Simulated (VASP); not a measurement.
Calculation: PBEsol GGA, VASP's PBE PAW potentials (set 64) (plane waves; VASP 6.6.1).

The input files of a VASP run:

### INCAR
```
SYSTEM = CoGe
PREC = Accurate
ENCUT = 400
EDIFF = 1E-7
NELM = 100
ALGO = Normal
LREAL = .FALSE.
LASPH = .TRUE.
ISMEAR = -5
GGA = PS
LMAXMIX = 4
LWAVE = .FALSE.
LCHARG = .TRUE.
LORBIT = 11
NEDOS = 601
ISIF = 2
```

**POSCAR**
```
CoGe
1.0
  2.8526943453   0.0000000000   0.0000000000
 -1.4263471726   2.4705057350   0.0000000000
  0.0000000000   0.0000000000   3.4986122328
Co Ge
1 1
Direct
  0.0000000000   0.0000000000   0.0000000000
  0.6666670000   0.3333330000   0.5000000000
```

### KPOINTS
```
Automatic
0
gamma
16 16 12
0 0 0
```

POTCAR, in this order: Co Ge_d (PBE.64 set). Program: vasp_std.

The resulting files:

### OSZICAR
```
       N       E                     dE             d eps       ncg     rms          rms(c)
DAV:   1     0.108859069538E+03    0.10886E+03   -0.94835E+03  6718   0.335E+03
DAV:   2    -0.413986297910E+01   -0.11300E+03   -0.11105E+03  6405   0.443E+02
DAV:   3    -0.140073098954E+02   -0.98674E+01   -0.98226E+01  7273   0.117E+02
DAV:   4    -0.141920154226E+02   -0.18471E+00   -0.18454E+00  7235   0.167E+01
DAV:   5    -0.141988121502E+02   -0.67967E-02   -0.67951E-02  8437   0.282E+00    0.114E+01
DAV:   6    -0.159788455064E+02   -0.17800E+01   -0.39236E+01  6421   0.750E+01    0.139E+01
DAV:   7    -0.129767486966E+02    0.30021E+01   -0.15830E+01  6342   0.558E+01    0.204E+00
DAV:   8    -0.129631741791E+02    0.13575E-01   -0.44893E-01  6965   0.598E+00    0.910E-01
DAV:   9    -0.129524941630E+02    0.10680E-01   -0.36935E-02  8643   0.275E+00    0.167E-01
DAV:  10    -0.129517388333E+02    0.75533E-03   -0.21994E-03  7938   0.902E-01    0.679E-02
DAV:  11    -0.129517040589E+02    0.34774E-04   -0.27301E-04  9154   0.264E-01    0.339E-02
DAV:  12    -0.129517048750E+02   -0.81610E-06   -0.11316E-05  9480   0.579E-02    0.131E-02
DAV:  13    -0.129517079517E+02   -0.30767E-05   -0.63774E-06  9124   0.322E-02    0.128E-03
DAV:  14    -0.129517076738E+02    0.27795E-06   -0.21364E-07  4983   0.697E-03    0.524E-04
DAV:  15    -0.129517076877E+02   -0.13959E-07   -0.27745E-08  3353   0.231E-03
   1 F= -.12951708E+02 E0= -.12951708E+02  d E =0.000000E+00
```

**OUTCAR**
```
------------------------ aborting loop because EDIFF is reached ----------------------------------------
  FORCE on cell =-STRESS in cart. coord.  units (eV):
  Direction    XX          YY          ZZ          XY          YZ          ZX
  --------------------------------------------------------------------------------------
  Total       -0.0066024     -0.0066024     -0.0425123     -0.0000000      0.0000000      0.0000000
  in kB       -0.4290200     -0.4290200     -2.7624125     -0.0000000      0.0000000      0.0000000
  external PRESSURE =      -1.2068175 kB  Pullay stress =       0.0000000 kB
  volume of cell :       24.66
      direct lattice vectors                 reciprocal lattice vectors
     2.852694345  0.000000000  0.000000000     0.350545792  0.202387711  0.000000000
    -1.426347173  2.470505735  0.000000000     0.000000000  0.404775421  0.000000000
     0.000000000  0.000000000  3.498612233     0.000000000  0.000000000  0.285827618
 POSITION                                       TOTAL-FORCE (eV/Angst)
 -----------------------------------------------------------------------------------
      0.00000      0.00000      0.00000         0.000000      0.000000      0.000000
      1.42635      0.82350      1.74931        -0.000000     -0.000000      0.000000
 -----------------------------------------------------------------------------------
    total drift:                               -0.000602      0.000347      0.000000
  FREE ENERGIE OF THE ION-ELECTRON SYSTEM (eV)
  ---------------------------------------------------
  free  energy   TOTEN  =       -12.9517076877 eV

  energy  without entropy=      -12.9517076877  energy(sigma->0) =      -12.95170769

 total charge

# of ion       s       p       d       tot
------------------------------------------
    1        0.394   0.494   7.532   8.421
    2        1.131   1.253  10.125  12.509
--------------------------------------------------
tot          1.526   1.747  17.657  20.930
```
(Selected blocks of OUTCAR.)

For a metal the tetrahedron method with Blöchl corrections gives inexact stress and forces.

The structure was generated: CoGe was put into the WC type (P-6m2), which need not be its known phase. It was relaxed first, which changed the volume by -10 %. The run is not spin-polarised, so no magnetic state was tried. The electron count is odd and the run is not spin-polarised, which forces a metal.
